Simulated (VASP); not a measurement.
These are revTPSS meta-GGA, VASP's PBE PAW potentials (set 64) (plane waves; VASP) values and carry that method's errors.

VASP ran on this input.

KPOINTS:
```
Automatic mesh
0
G
 1 1 1
```

### INCAR
```
SYSTEM = F atom
PREC = Normal; ENCUT = 520; LREAL = .False.
LASPH = .True.; ISYM = 0
EDIFF = 1E-6; NELM = 200; ALGO = All
LMIXTAU = .True.
ISMEAR = 0; SIGMA = 0.01
METAGGA = RTPSS
ISPIN = 2; MAGMOM = 1; NUPDOWN = 1
LWAVE = .False.; LCHARG = .False.; LORBIT = 10
```

### POSCAR
```
F atom
1
   12.0000000000     0.0000000000     0.0000000000
    0.0000000000    12.5000000000     0.0000000000
    0.0000000000     0.0000000000    13.0000000000
F
1
Direct
  0.0000000000   0.0000000000   0.0000000000
```

POTCAR, in this order: F (PBE.64 set). Program: vasp_gam. Read from the step before: WAVECAR.

The resulting files:

OUTCAR:
```
 ion  position               nearest neighbor table
   1  0.000  0.000  0.000-
 Subroutine IBZKPT returns following result:
 Found      1 irreducible k-points:

 Following reciprocal coordinates:
            Coordinates               Weight
  0.000000  0.000000  0.000000      1.000000
   k-points           NKPTS =      1   k-points in BZ     NKDIM =      1   number of bands    NBANDS=      8
   number of dos      NEDOS =    301   number of ions     NIONS =      1
   total plane-waves  NPLWV = 392000
   dimension x,y,z NGX =    70 NGY =   70 NGZ =   80
   dimension x,y,z NGXF=   140 NGYF=  140 NGZF=  160
   ions per type =               1
   PREC   = normal    normal or accurate (medium, high low for compatibility)
   ISTART =      1    job   : 0-new  1-cont  2-samecut
   ICHARG =      0    charge: 1-file 2-atom 10-const
   ISPIN  =      2    spin polarized calculation?
   LNONCOLLINEAR =      F non collinear calculations
   LSORBIT =      F    spin-orbit coupling
   INIWAV =      1    electr: 0-lowe 1-rand  2-diag
   ENCUT  =  520.0 eV  38.22 Ry    6.18 a.u.  22.31 23.24 24.17*2*pi/ulx,y,z
   NELM   =    200;   NELMIN=  2; NELMDL=  0     # of ELM steps
   EDIFF  = 0.1E-05   stopping-criterion for ELM
   LREAL  =      F    real-space projection
   NLSPLINE    = F    spline interpolate recip. space projectors
   LMAXMIX     =    2 max onsite mixed and CHGCAR
   VOSKOWN=      0    Vosko Wilk Nusair interpolation
   EDIFFG = 0.1E-04   stopping-criterion for IOM
   NSW    =      0    number of steps for IOM
   NBLOCK =      1;   KBLOCK =      1    inner block; outer block
   IBRION =     -1    ionic relax: 0-MD 1-quasi-New 2-CG
   NFREE  =      0    steps in history (QN), initial steepest desc. (CG)
   ISIF   =      2    stress and relaxation
   ISYM   =      0    0-nonsym 1-usesym 2-fastsym
   TEIN   =    0.0    initial temperature
   TEBEG  =    0.0;   TEEND  =   0.0 temperature during run
   SMASS  =  -3.00    Nose mass-parameter (am)
   PSTRESS=    0.0 pullay stress
   NELECT =       7.0000    total number of electrons
   EFERMI =   0.00;   METHOD = LEGACY
   ISMEAR =     0;   SIGMA  =   0.01  broadening in eV -4-tet -1-fermi 0-gaus
   IALGO  =     58    algorithm
   LDIAG  =      T    sub-space diagonalisation (order eigenvalues)
   IMIX   =      4    mixing-type and parameters
     AMIX     =   0.40;   BMIX     =  1.00
     AMIX_MAG =   1.60;   BMIX_MAG =  1.00
     AMIN     =   0.10
   METAGGA = RTPSS    functional components
   VOSKOWN =     0    Vosko Wilk Nusair interpolation
   LHFCALC =     F    Hartree Fock is set to
   LHFONE  =     F    Hartree Fock one center treatment
   AEXX    =    0.0000 exact exchange contribution
   IVDW    =     0    specifies the selected vdW correction
   LEPSILON=     F    determine dielectric tensor
   LRPA    =     F    only Hartree local field effects (RPA)
  energy-cutoff  :      520.00
  volume of cell :     1950.00
      direct lattice vectors                 reciprocal lattice vectors
    12.000000000  0.000000000  0.000000000     0.083333333  0.000000000  0.000000000
     0.000000000 12.500000000  0.000000000     0.000000000  0.080000000  0.000000000
     0.000000000  0.000000000 13.000000000     0.000000000  0.000000000  0.076923077
 k-point     1 :   0.0000 0.0000 0.0000  plane waves:   26244
 maximum number of plane-waves:     26244
```

**OSZICAR**
```
       N       E                     dE             d eps       ncg     rms           ort
SDA:   1    -0.184784822528E+01   -0.18478E+01    0.00000E+00     8   0.830E-01   0.000E+00
CGA:   2    -0.187301415075E+01   -0.25166E-01   -0.25173E-01     8   0.815E-01  -0.240E-03
SDA:   3    -0.190614750790E+01   -0.33133E-01   -0.32914E-01     8   0.356E+01  -0.219E-02
CGA:   4    -0.235310772942E+01   -0.44696E+00   -0.55687E+00     8   0.202E+00  -0.263E-01
CGA:   5    -0.240241868284E+01   -0.49311E-01   -0.49337E-01     8   0.122E+00  -0.708E-03
CGA:   6    -0.243279603385E+01   -0.30377E-01   -0.30390E-01     8   0.221E-01  -0.281E-03
CGA:   7    -0.243874857662E+01   -0.59525E-02   -0.59497E-02     8   0.505E-02   0.123E-03
CGA:   8    -0.243984214649E+01   -0.10936E-02   -0.10938E-02     8   0.123E-02   0.165E-04
CGA:   9    -0.244022545476E+01   -0.38331E-03   -0.38639E-03     8   0.270E-03  -0.309E-04
CGA:  10    -0.244030344409E+01   -0.77989E-04   -0.78249E-04     8   0.626E-04  -0.127E-05
CGA:  11    -0.244032298122E+01   -0.19537E-04   -0.20648E-04     8   0.192E-04  -0.103E-04
CGA:  12    -0.244032731908E+01   -0.43379E-05   -0.43643E-05     8   0.277E-05   0.256E-06
SDA:  13    -0.244032766441E+01   -0.34533E-06   -0.34849E-06     8   0.119E-05   0.174E-05
   1 F= -.24403277E+01 E0= -.24403277E+01  d E =-.865788E-16  mag=     1.0000
```

File OUTCAR:
```
------------------------ aborting loop because EDIFF is reached ----------------------------------------
  FORCE on cell =-STRESS in cart. coord.  units (eV):
  Direction    XX          YY          ZZ          XY          YZ          ZX
  --------------------------------------------------------------------------------------
  Total       -0.1765117     -0.1522868     -0.1836862     -0.0004377     -0.0011635     -0.0000218
  in kB       -0.1450272     -0.1251233     -0.1509220     -0.0003596     -0.0009560     -0.0000179
  external PRESSURE =      -0.1403575 kB  Pullay stress =       0.0000000 kB
  volume of cell :     1950.00
      direct lattice vectors                 reciprocal lattice vectors
    12.000000000  0.000000000  0.000000000     0.083333333  0.000000000  0.000000000
     0.000000000 12.500000000  0.000000000     0.000000000  0.080000000  0.000000000
     0.000000000  0.000000000 13.000000000     0.000000000  0.000000000  0.076923077
 POSITION                                       TOTAL-FORCE (eV/Angst)
 -----------------------------------------------------------------------------------
      0.00000      0.00000      0.00000        -0.000001     -0.000003      0.000000
 -----------------------------------------------------------------------------------
    total drift:                               -0.000001     -0.000003      0.000000
  FREE ENERGIE OF THE ION-ELECTRON SYSTEM (eV)
  ---------------------------------------------------
  free  energy   TOTEN  =        -2.4403276644 eV

  energy  without entropy=       -2.4403276644  energy(sigma->0) =       -2.44032766

 total charge

# of ion       s       p       d       tot
------------------------------------------
    1        1.719   3.987   0.000   5.706

 magnetization (x)

# of ion       s       p       d       tot
------------------------------------------
    1        0.002   0.838   0.000   0.840
```
(Selected blocks of OUTCAR.)

The atom may not be in its lowest state.

The cell is a free atom in a box.
